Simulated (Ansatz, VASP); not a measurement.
## Cross-check of AlCo between VASP and Ansatz

Aim: how closely do two programs agree when they are given the same cell, functional and k mesh? The cell is taken from a series of runs on this material, whose earlier steps may have relaxed, scaled, displaced or heated it; both programs get it as it stands.

Calculated with Ansatz 0.2.0; plane waves, with VASP 6.6.1 beside it; zone-centre phonons at LDA.

### 1. Set-up

Symmetry: Pm-3m, No. 221, cubic system. The conventional cell has a = 2.812 Å, b = 2.812 Å, c = 2.812 Å, α = 90.00°, β = 90.00°, γ = 90.00°. Nearest to Al lie 8 Co at 2.44 Å. Nearest to Co lie 8 Al at 2.44 Å. Farther neighbours are not listed.

### 2. VASP: zone-centre phonons, LDA, pair 1

Second derivatives magnify differences that forces hide, and they need a tight electronic threshold.

Lines of VASP's logs that name or quote its potential files are left out, and so is its time.

File INCAR:

```
SYSTEM = AlCo
PREC = Accurate
ENCUT = 600
EDIFF = 1E-08
NELM = 120
ISMEAR = 1
SIGMA = 0.2
LREAL = .FALSE.
ALGO = Normal
GGA = PW92
NBANDS = 12
LASPH = .TRUE.
LORBIT = 11
LWAVE = .FALSE.
LCHARG = .FALSE.
ISIF = 2
IBRION = 8
GGA_COMPAT = .FALSE.
KPAR = 2
```

File POSCAR:

```
AlCo
1.0
    2.8118336394      0.0000000000      0.0000000000
    0.0000000000      2.8118336394      0.0000000000
    0.0000000000      0.0000000000      2.8118336394
Al Co
1 1
Direct
    0.0000000000      0.0000000000      0.0000000000
    0.5000000000      0.5000000000      0.5000000000
```

File KPOINTS:

```
Automatic mesh
0
Gamma
16 16 16
0 0 0
```

PAW data sets: Al and Co (LDA family, release 64).

The run is started by

```sh
$ mpirun -np 2 vasp_std
```

Numbers of over 12 decimals in the logs are rounded to 6 here.

What it wrote:

```text
[banner, memory and clock lines left out]
running    2 mpi-ranks, on    1 nodes
 distrk:  each k-point on    1 cores,    2 groups
 distr:  one band on    1 cores,    1 groups

 POSCAR found type information on POSCAR AlCo
 POSCAR found :  2 types and       2 ions
|                                                                             |
|               ----> ADVICE to this user running VASP <----                  |
|                                                                             |
|     You enforced a specific xc type in the INCAR file but a different       |
|     [... a line on the potential file left out ...]
|     I HOPE YOU KNOW WHAT YOU ARE DOING!                                     |
|                                                                             |

 LDA part: xc-table for (Slater(with rela. corr.)+PW92), standard interpolation
 POSCAR, INCAR and KPOINTS ok, starting setup
 FFT: planning ... GRIDC
 FFT: planning ... GRID_SOFT
 FFT: planning ... GRID
 WAVECAR not read
 entering main loop
       N       E                     dE             d eps       ncg     rms          rms(c)
DAV:   1     0.390167084852E+02    0.39017E+02   -0.59396E+03  4040   0.121E+03
DAV:   2    -0.135066691321E+02   -0.52523E+02   -0.48218E+02  4076   0.192E+02
DAV:   3    -0.153072364800E+02   -0.18006E+01   -0.17826E+01  4752   0.417E+01
DAV:   4    -0.153335747137E+02   -0.26338E-01   -0.26328E-01  4444   0.454E+00
DAV:   5    -0.153343816855E+02   -0.80697E-03   -0.80695E-03  4836   0.882E-01    0.126E+01
DAV:   6    -0.177005122513E+02   -0.23661E+01   -0.56597E+01  4412   0.105E+02    0.167E+01
DAV:   7    -0.137504201813E+02    0.39501E+01   -0.26815E+01  4420   0.674E+01    0.197E+00
DAV:   8    -0.137101681270E+02    0.40252E-01   -0.19014E-01  4344   0.356E+00    0.112E+00
DAV:   9    -0.136961351927E+02    0.14033E-01   -0.19682E-02  5348   0.177E+00    0.302E-01
DAV:  10    -0.136956101464E+02    0.52505E-03   -0.42436E-04  4524   0.169E-01    0.134E-01
DAV:  11    -0.136955961631E+02    0.13983E-04   -0.13078E-05  5000   0.305E-02    0.851E-03
DAV:  12    -0.136955950682E+02    0.10950E-05   -0.96962E-07  4948   0.748E-03    0.614E-03
DAV:  13    -0.136955950170E+02    0.51195E-07   -0.16103E-07  4564   0.307E-03    0.111E-03
DAV:  14    -0.136955950158E+02    0.12024E-08   -0.64726E-09  2636   0.970E-04
   1 F= -.13695595E+02 E0= -.13696138E+02  d E =0.163003E-02
 Linear response reoptimize wavefunctions to high precision
DAV:   1    -0.136955950157E+02    0.96179E-10   -0.13999E-09  3376   0.313E-04
DAV:   2    -0.136955950157E+02   -0.17735E-10   -0.11899E-10  2284   0.129E-04
 Linear response DOF=           2
 Linear response progress:
  Degree of freedom:   1/  2
       N       E                     dE             d eps       ncg     rms          rms(c)
RMM:   1    -0.600790791159E-02   -0.60079E-02    0.15817E-03 21358   0.643E-01
RMM:   2    -0.570107716614E-02    0.30683E-03   -0.46907E-05 14275   0.228E-01    0.614E-02
RMM:   3    -0.568128172913E-02    0.19795E-04   -0.12044E-04 15682   0.861E-02    0.299E-02
RMM:   4    -0.575206219941E-02   -0.70780E-04   -0.47459E-05 15650   0.512E-02    0.585E-03
RMM:   5    -0.575652942629E-02   -0.44672E-05   -0.35907E-06 16086   0.129E-02    0.213E-03
RMM:   6    -0.575707546085E-02   -0.54603E-06   -0.16623E-07 14947   0.388E-03    0.118E-03
RMM:   7    -0.575714713666E-02   -0.71676E-07   -0.31198E-08 14485   0.218E-03    0.579E-04
RMM:   8    -0.575726733552E-02   -0.12020E-06   -0.46389E-09 17170   0.648E-04    0.280E-04
RMM:   9    -0.575740792035E-02   -0.14058E-06   -0.21319E-10 17436   0.186E-04    0.110E-05
RMM:  10    -0.575739481332E-02    0.13107E-07   -0.43828E-10 17116   0.488E-05    0.196E-05
RMM:  11    -0.575739743233E-02   -0.26190E-08   -0.93123E-11 17172   0.176E-05    0.212E-06
 first order change of Fermi-energy   0.40395E-04
 force on displaced ion       1 direction 1 :  -7.651  -0.000   0.000
 Linear response progress:
  Degree of freedom:   2/  2
       N       E                     dE             d eps       ncg     rms          rms(c)
RMM:   1    -0.169544104352E+00   -0.16954E+00   -0.10549E-01 14515   0.261E+00
RMM:   2    -0.169262036470E+00    0.28207E-03   -0.28221E-03 14543   0.556E-01    0.162E-01
RMM:   3    -0.169210760887E+00    0.51276E-04   -0.19983E-04 15319   0.116E-01    0.967E-02
RMM:   4    -0.169561883562E+00   -0.35112E-03   -0.18676E-04 16269   0.102E-01    0.744E-03
RMM:   5    -0.169540818939E+00    0.21065E-04   -0.57567E-06 16466   0.256E-02    0.649E-03
RMM:   6    -0.169532744982E+00    0.80740E-05   -0.69624E-07 14459   0.105E-02    0.373E-03
RMM:   7    -0.169508375029E+00    0.24370E-04   -0.14694E-07 16731   0.339E-03    0.248E-04
RMM:   8    -0.169506685116E+00    0.16899E-05   -0.58945E-09 17616   0.763E-04    0.875E-05
RMM:   9    -0.169506414669E+00    0.27045E-06   -0.24162E-09 17647   0.215E-04    0.295E-05
RMM:  10    -0.169506366714E+00    0.47955E-07   -0.11818E-09 16878   0.852E-05    0.146E-05
RMM:  11    -0.169506397484E+00   -0.30769E-07   -0.12552E-09 16220   0.535E-05    0.154E-06
RMM:  12    -0.169506399398E+00   -0.19141E-08   -0.11931E-09 18247   0.320E-05    0.103E-06
 first order change of Fermi-energy   0.29752E-02
 force on displaced ion       2 direction 1 :  -7.640  -0.000  -0.000
 Linear response finished
```

Parts of OUTCAR (step 2):

```text
ion  position               nearest neighbor table
   1  0.000  0.000  0.000-   2 2.44   2 2.44   2 2.44   2 2.44   2 2.44   2 2.44   2 2.44   2 2.44

  LATTYP: Found a simple cubic cell.
 ALAT       =     2.8118336394

 Subroutine GETGRP returns: Found 48 space group operations
 (whereof 48 operations were pure point group operations)

The static configuration has the point symmetry O_h .

 Found    165 irreducible k-points:

   k-points           NKPTS =    165   k-points in BZ     NKDIM =    165   number of bands    NBANDS=     12

   dimension x,y,z NGX =    24 NGY =   24 NGZ =   24
   dimension x,y,z NGXF=    48 NGYF=   48 NGZF=   48

   ENCUT  =  600.0 eV  44.10 Ry    6.64 a.u.   5.62  5.62  5.62*2*pi/ulx,y,z

   NELECT =      12.0000    total number of electrons

 k-points in reciprocal lattice and weights: Automatic mesh
   0.00000000  0.00000000  0.00000000       0.000
   0.06250000  0.00000000  0.00000000       0.001
   0.12500000  0.00000000  0.00000000       0.001
   0.18750000  0.00000000  0.00000000       0.001
   0.25000000  0.00000000  0.00000000       0.001
   0.31250000  0.00000000  0.00000000       0.001
   0.37500000  0.00000000  0.00000000       0.001
   0.43750000  0.00000000  0.00000000       0.001
   0.50000000  0.00000000  0.00000000       0.001
[...]
0.50000000  0.50000000  0.43750000       0.001
   0.50000000  0.50000000  0.50000000       0.000

 average (electrostatic) potential at core
       1 -66.9520       2 -77.2090

  Total       -0.5257503     -0.5257503     -0.5257503      0.0000000     -0.0000000      0.0000000
  in kB      -37.8897057    -37.8897057    -37.8897057      0.0000000     -0.0000000      0.0000000
  external PRESSURE =     -37.8897057 kB  Pullay stress =       0.0000000 kB

  energy-cutoff  :      600.00
  volume of cell :       22.23
      direct lattice vectors                 reciprocal lattice vectors
     2.811833639  0.000000000  0.000000000     0.355639817  0.000000000  0.000000000
     0.000000000  2.811833639  0.000000000     0.000000000  0.355639817  0.000000000
     0.000000000  0.000000000  2.811833639     0.000000000  0.000000000  0.355639817

 POSITION                                       TOTAL-FORCE (eV/Angst)
 -----------------------------------------------------------------------------------
      0.00000      0.00000      0.00000         0.000000      0.000000      0.000000
      1.40592      1.40592      1.40592         0.000000      0.000000      0.000000
 -----------------------------------------------------------------------------------
    total drift:                                0.000000     -0.000000     -0.000000

 Eigenvectors and eigenvalues of the dynamical matrix
 ----------------------------------------------------

   1 f  =   10.049255 THz    63.141328 2PiTHz  335.207049 cm-1    41.560358 meV
             X         Y         Z           dx          dy          dz
      0.000000  0.000000  0.000000     0.828402   -0.000000   -0.000000
      1.405917  1.405917  1.405917    -0.560134    0.000000    0.000000

   2 f  =   10.049255 THz    63.141328 2PiTHz  335.207049 cm-1    41.560358 meV
             X         Y         Z           dx          dy          dz
      0.000000  0.000000  0.000000    -0.000000   -0.828402    0.000000
      1.405917  1.405917  1.405917     0.000000    0.560134    0.000000

   3 f  =   10.049255 THz    63.141328 2PiTHz  335.207049 cm-1    41.560358 meV
             X         Y         Z           dx          dy          dz
      0.000000  0.000000  0.000000     0.000000   -0.000000   -0.828402
      1.405917  1.405917  1.405917     0.000000   -0.000000    0.560134

   4 f/i=    0.003209 THz     0.020164 2PiTHz    0.107049 cm-1     0.013272 meV
             X         Y         Z           dx          dy          dz
      0.000000  0.000000  0.000000     0.469728    0.296752    0.071021
      1.405917  1.405917  1.405917     0.694697    0.438877    0.105035

   5 f/i=    0.003209 THz     0.020164 2PiTHz    0.107049 cm-1     0.013272 meV
             X         Y         Z           dx          dy          dz
      0.000000  0.000000  0.000000    -0.170259    0.146711    0.513067
      1.405917  1.405917  1.405917    -0.251802    0.216976    0.758793

   6 f/i=    0.003209 THz     0.020164 2PiTHz    0.107049 cm-1     0.013272 meV
             X         Y         Z           dx          dy          dz
      0.000000  0.000000  0.000000    -0.253215    0.451845   -0.213233
      1.405917  1.405917  1.405917    -0.374488    0.668250   -0.315358

 ELASTIC MODULI CONTR FROM IONIC RELAXATION (kBar)
 Direction    XX          YY          ZZ          XY          YZ          ZX
 --------------------------------------------------------------------------------
 XX           0.0000      0.0000      0.0000      0.0000      0.0000      0.0000
 YY           0.0000      0.0000      0.0000      0.0000      0.0000      0.0000
 ZZ           0.0000      0.0000      0.0000      0.0000      0.0000      0.0000
 XY           0.0000      0.0000      0.0000      0.0000      0.0000      0.0000
 YZ           0.0000      0.0000      0.0000      0.0000      0.0000      0.0000
 ZX           0.0000      0.0000      0.0000      0.0000      0.0000      0.0000
 --------------------------------------------------------------------------------
```

### 3. Ansatz: zone-centre phonons, LDA, pair 1

Ansatz runs on its PAW soft_1 files.

The same cell, functional (in two slightly different forms), mesh and smearing now go to Ansatz, which takes its cutoff from its data sets.

File input.yaml:

```yaml
crystal:
  lattice:
    - [2.8118336394, 0.0, 0.0]
    - [0.0, 2.8118336394, 0.0]
    - [0.0, 0.0, 2.8118336394]
  atoms:
    - { symbol: Al, position: [0.0, 0.0, 0.0] }
    - { symbol: Co, position: [0.5, 0.5, 0.5] }
kpoints:
  mp_grid: { grid: [16, 16, 16] }
hamiltonian:
  xc: lda
  pseudopotentials: { kind: paw, azcp: { folder: soft_1 }, xc_functional: pbe }
scf:
  occupations: { method: methfessel_paxton, width: 0.2 }
output:
  eigenvalues: true
phonons:
  method: dfpt
```

The run is started by

```sh
$ ansatz run input.yaml --threads 4 --pin off --max-ram 10240MiB --backend cpu --events-out ev --progress --plain --runs-dir out
```

What it wrote:

```text
Engine: ansatz 0.2.0, aarch64-unknown-linux-gnu
Pseudopotentials: kind: paw
Pseudopotential: Al, paw, valence charge 3, recommended cutoff 420 eV (normal), soft_1/Al.paw.azcp
Pseudopotential: Co, paw, valence charge 17, recommended cutoff 420 eV (normal), soft_1/Co.paw.azcp
Functional definition: SPW92
  exchange = slater_x
  correlation = pw_c
Crystal: 2 atoms, lattice volume = 22.232 Å³
Basis set: ecut = 420 eV, 461 PW (Γ), exchange–correlation on 40×40×40 points (8 copies of the dense FFT grid, shifted against one another)
Bands: 14, of which v1, the nominal top of the filled ones, is band 10 counted from 1 (9 counted from 0)
Symmetry: 48 space group operations
k-points: 405 of 4096 (irreducible under 8 space group operations, time reversal used)
Non-local potential: Al, projectors of the file, l = 0: 2, l = 1: 2, l = 2: 1
Non-local potential: Co, projectors of the file, l = 0: 3, l = 1: 2, l = 2: 3, l = 3: 1
PAW form: soft (Blöchl's): semilocal exchange-correlation on the pseudo side does not see the compensation charge
PAW frozen core: Al, regenerated for the run's functional, and the local potential with it (the file was generated under x = pbe(κ = 0.804, μ = 0.219515), c = pbe(β = 0.066725))
PAW frozen core: Co, regenerated for the run's functional, and the local potential with it (the file was generated under x = pbe(κ = 0.804, μ = 0.219515), c = pbe(β = 0.066725))
PAW one-centre angular grid: Al, 110 points (default); XC on 64 Gauss nodes
PAW one-centre angular grid: Co, 590 points (default); XC on 64 Gauss nodes
Initial density: superposition of atomic densities (chi_scale 0.1, normalization cell, long waves kept (reshape's long-wave potential 0.00 eV rms))
Initial wavefunctions: pseudopotential atomic-orbital guess
Functional: x = slater, c = lda
SCF iter   1: F=—  HF=-5577.253183 eV  |F-HF|=—  |Δ(HF+E_count)|=         —  Δρ=7.31e-2  dr2=1.06e0  ethr=3.10e-3  ⟨swp⟩=4.1  Hψ=25873  notcnv=0
preconditioner: auto → none  [metal: Δε(μ)=0.020 eV  Ē_g=8.791 eV  σ=0.200 eV  W_gap=0.09  n_scr=6 (ndim 8)  ℏωp=27.3 eV  f_vac=0.000  D(μ)=0.92/eV (n_scr^D=6)  sad-step TF]
SCF iter   2: F=—  HF=-5577.215369 eV  |F-HF|=—  |Δ(HF+E_count)|=   3.78e-2  S|Δr|=    0.00e0  Δρ=8.01e-2  dr2=1.26e0  ethr=3.10e-3  ⟨swp⟩=1.0  Hψ=8912  notcnv=0
SCF iter   3: F=—  HF=-5577.004041 eV  |F-HF|=—  |Δ(HF+E_count)|=   2.11e-1  S|Δr|=    0.00e0  Δρ=1.35e-2  dr2=3.47e-2  ethr=3.10e-3  ⟨swp⟩=2.6  Hψ=8990  notcnv=0
SCF iter   4: F=—  HF=-5576.997225 eV  |F-HF|=—  |Δ(HF+E_count)|=   6.82e-3  S|Δr|=    0.00e0  Δρ=5.80e-3  dr2=5.97e-3  ethr=1.74e-4  ⟨swp⟩=1.0  Hψ=8673  notcnv=0  defer=10
SCF iter   5: F=—  HF=-5576.995701 eV  |F-HF|=—  |Δ(HF+E_count)|=   1.52e-3  S|Δr|=    0.00e0  Δρ=9.72e-4  dr2=1.96e-4  ethr=2.99e-5  ⟨swp⟩=1.2  Hψ=5814  notcnv=0  defer=10
SCF iter   6: F=—  HF=-5576.995636 eV  |F-HF|=—  |Δ(HF+E_count)|=   6.42e-5  S|Δr|=    0.00e0  Δρ=1.05e-4  dr2=1.84e-6  ethr=9.78e-7  ⟨swp⟩=2.2  Hψ=7051  notcnv=0  defer=10
SCF iter   7: F=—  HF=-5576.995633 eV  |F-HF|=—  |Δ(HF+E_count)|=   3.04e-6  S|Δr|=    0.00e0  Δρ=9.27e-6  dr2=1.07e-8  ethr=9.21e-9  ⟨swp⟩=2.1  Hψ=7595  notcnv=0  defer=10
SCF iter   8: F=—  HF=-5576.995633 eV  |F-HF|=—  |Δ(HF+E_count)|=   7.47e-9  S|Δr|=    0.00e0  Δρ=5.72e-7  dr2=7.77e-11  ethr=5.33e-11  ⟨swp⟩=2.0  Hψ=9707  notcnv=0  defer=10
SCF iter   9: F=-5576.995633 eV  HF=-5576.995633 eV  |F-HF|=9.09e-13  |Δ(HF+E_count)|=  4.73e-11  S|Δr|=    0.00e0  Δρ=7.83e-8  dr2=8.25e-13  ethr=1.00e-12  ⟨swp⟩=5.2  Hψ=23850  notcnv=0
SCF 1 converged in 9 iterations: F = -5576.995633 eV  dr2 = 8.25e-13
  greatest PAW one-centre occupation: 1.001 electrons in one spin orbital (limit 2), on the Co atom at site 1 (counted from 0), in its partial waves of l = 1
DFPT response loops at Γ: preconditioner auto → Kerker (q_TF=auto, 2.681 Å⁻¹) (partly filled bands, converged f_vac=0.000); β = 1.00, the filter's whole step (`scf.mixing.beta` (0.50) is not read by the response loops under this deck's `scf.mixing.preconditioner`; to damp them name `kerker` or `kerker_dos`, under which they read `scf.mixing.beta`, and type it under 1.00, their step now; both keys bind the ground state too); Broyden in place of MSR1
SCF converged after 9 iterations
Stability not checked: this state was not tested for a lower state beside it, because cold or Methfessel-Paxton smearing, or corrected tetrahedra, fill the levels in a way that the test cannot read (fill_not_monotonic; see scf.lower_state_search)
Free energy (F): -5576.995633 eV
Harris-Foulkes:  -5576.995633 eV  (|F-HF|=9.09e-13)
Internal energy: -5576.997312 eV  (E = F + TS)
E sigma→0 (E₀):  -5576.996053 eV
Entropy (-TS):   0.001678 eV (0.839 meV/atom)
Fermi energy:    14.848957 eV
--- Per-component energies (eV) ---
  E_band       = -274.614173
  E_kinetic    = 323.990020
  E_local      = -3447.981321  (includes V_loc(G=0)·N_el)
  E_nonlocal   = 453.506994
  E_hartree    = 1558.356960
  E_xc         = -132.096964
  E_vxc        = -151.826897  (∫ρ·V_xc dr)
  E_paw        = -1958.823797  (= ΣΔE_a)
  E_vpaw       = -569.016932  (= ΣTr[D̂ρ^β])
  E_aug_tail   = -0.000027  (compensation charges beyond the density's cutoff)
  E_ewald      = -2374.423145
  E_core_change = 0.473968  (= ΣΔE_core)
  E_smearing   = 0.001678  (= −TS)
  E_closure    = -0.000000  (closes the sum)
  Σ components = -5576.995633   (vs F -5576.995633, Δ=0.00e0)
--- Band table (eV; the first three rows and the last of 405) ---
  k-point 0: bands = [... 6 lower, 11.6537, 13.9870, 13.9870, 13.9870, 20.9666, 20.9666, 20.9666, 23.7839]
  k-point 1: bands = [... 6 lower, 11.6753, 13.9438, 13.9438, 13.9916, 20.2165, 21.0735, 21.0735, 23.7702]
  k-point 2: bands = [... 6 lower, 11.7378, 13.8253, 13.8253, 14.0049, 18.8726, 21.3833, 21.3833, 23.7295]
  k-point 404: bands = [... 6 lower, 10.7304, 14.5987, 14.5987, 17.2277, 17.2277, 17.2277, 19.2251, 20.4710]
--- Phonons (Γ-DFPT): 2 representative perturbations + reference, on 405 of 4096 k-points (Σ response iterations 6) ---
  k mesh reduced under 8 symmetry operations, with k and −k counted as one. Each operation leaves every solved perturbation unchanged. A smaller set is not used because it would not reduce the number of displacements times k-points to solve
  ASR residual: 1.530e-5 → 0.000e0 eV/Å²; symmetrization residual: 2.173e-6 eV/Å²
  ASR residual per site (eV/Å²): 3.68e-6 1.53e-5
  Γ frequencies (cm⁻¹): 0.00 0.00 0.00 333.51 333.51 333.51
  non-analytic LO–TO correction: not included (Born effective charges unavailable; polar crystals: no LO–TO splitting at Γ)
```

### 4. Differences

Known differences besides the potentials themselves: the data sets hold 20 valence electrons in Ansatz (on its PAW soft_1 files) and 12 in VASP; the cutoff is 420 eV in Ansatz and 600 eV in VASP; VASP's log shows a relativistic correction to its local exchange, Ansatz's none. Total energies have different zeros and are not compared.

Compared:

```csv
quantity,Ansatz,VASP,difference
optical mode 1 to 3 (cm⁻¹),333.5,335.2,-0.51 %
```

Modes are paired by rising frequency, not by their patterns, so a pair may set unlike modes beside each other; they are those without the splitting of longitudinal modes.

(Continued in part 2 of 2.)

[Lines on the potential files, build, host, timing and source positions are cut from VASP's logs without a mark.]

[Logs are printed without paths, hosts, clocks, repeated set-up lines and the standing remarks that a program may print on its own settings, such as how far it seeks lower states.]

[Hosts, paths, dates, database ids (printed as entryN), source tags and the programs' standing remarks are cut or masked in the printed files.]
